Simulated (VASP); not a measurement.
Output of a VASP run:

**OSZICAR**
```
       N       E                     dE             d eps       ncg     rms          rms(c)
DAV:   1     0.939199441125E+02    0.93920E+02   -0.69457E+03   840   0.915E+02
DAV:   2    -0.895708944157E+00   -0.94816E+02   -0.90257E+02   990   0.236E+02
DAV:   3    -0.556153172414E+01   -0.46658E+01   -0.46394E+01   964   0.542E+01
DAV:   4    -0.560846825586E+01   -0.46937E-01   -0.46901E-01   934   0.600E+00
DAV:   5    -0.560918270423E+01   -0.71445E-03   -0.71440E-03   966   0.740E-01    0.608E+00
DAV:   6    -0.542291919291E+01    0.18626E+00   -0.31544E-01   906   0.796E+00    0.403E+00
DAV:   7    -0.542109984985E+01    0.18193E-02   -0.14101E-01   856   0.292E+00    0.199E+00
DAV:   8    -0.541999916381E+01    0.11007E-02   -0.51864E-03   888   0.879E-01    0.729E-01
DAV:   9    -0.542012351198E+01   -0.12435E-03   -0.11791E-03   888   0.360E-01    0.240E-01
DAV:  10    -0.542015477700E+01   -0.31265E-04   -0.11863E-04   954   0.132E-01    0.455E-02
DAV:  11    -0.542020069207E+01   -0.45915E-04   -0.62254E-05   860   0.764E-02    0.163E-02
DAV:  12    -0.542020562110E+01   -0.49290E-05   -0.67188E-06   880   0.264E-02    0.771E-03
DAV:  13    -0.542020552629E+01    0.94804E-07   -0.19013E-07   568   0.632E-03
   1 F= -.54202055E+01 E0= -.54202055E+01  d E =-.177235E-17  mag=    -0.0000    -0.0000    -0.0000
```

OUTCAR:
```
------------------------ aborting loop because EDIFF is reached ----------------------------------------
  FORCE on cell =-STRESS in cart. coord.  units (eV):
  Direction    XX          YY          ZZ          XY          YZ          ZX
  --------------------------------------------------------------------------------------
  Total       -0.0068896     -0.0068896     -0.0068896      0.0000000      0.0000000     -0.0000000
  in kB       -0.2528976     -0.2528976     -0.2528976      0.0000000      0.0000000     -0.0000000
  external PRESSURE =      -0.2528976 kB  Pullay stress =       0.0000000 kB
  volume of cell :       43.65
      direct lattice vectors                 reciprocal lattice vectors
     0.000000000  2.794538599  2.794538599    -0.178920413  0.178920413  0.178920413
     2.794538599  0.000000000  2.794538599     0.178920413 -0.178920413  0.178920413
     2.794538599  2.794538599  0.000000000     0.178920413  0.178920413 -0.178920413
  FREE ENERGIE OF THE ION-ELECTRON SYSTEM (eV)
  ---------------------------------------------------
  free  energy   TOTEN  =        -5.4202055263 eV

  energy  without entropy=       -5.4202055263  energy(sigma->0) =       -5.42020553

 Ion:    1  E_soc:     -0.0371802

 Ion:    2  E_soc:     -0.0034491
```
(Selected blocks of OUTCAR.)

### POSCAR
```
AgCl
1
    0.0000000000     2.7945385989     2.7945385989
    2.7945385989     0.0000000000     2.7945385989
    2.7945385989     2.7945385989     0.0000000000
Ag Cl
1 1
Direct
  0.0000000000   0.0000000000   0.0000000000
  0.5000000000   0.5000000000   0.5000000000
```

Problem. Write an INCAR and KPOINTS that could have produced this output.

Solution. This is not unique; one that fits is the input of the run itself, PBE GGA with spin-orbit coupling, plane waves, VASP's PBE PAW potentials (set 64).

### KPOINTS
```
Automatic mesh
0
Gamma
6 6 6
0 0 0
```

**INCAR**
```
SYSTEM = AgCl
PREC = Accurate
ENCUT = 350
EDIFF = 1E-6
NELM = 100
ALGO = Normal
LREAL = .FALSE.
LASPH = .TRUE.
ISMEAR = 0
SIGMA = 0.05
GGA = PE
LMAXMIX = 4
LWAVE = .TRUE.
LCHARG = .FALSE.
LSORBIT = .TRUE.
MAGMOM = 0 0 0 0 0 0
GGA_COMPAT = .FALSE.
```

POTCAR, in this order: Ag Cl (PBE.64 set). Program: vasp_ncl.

The compound is AgCl in the rock salt structure. It was relaxed first.
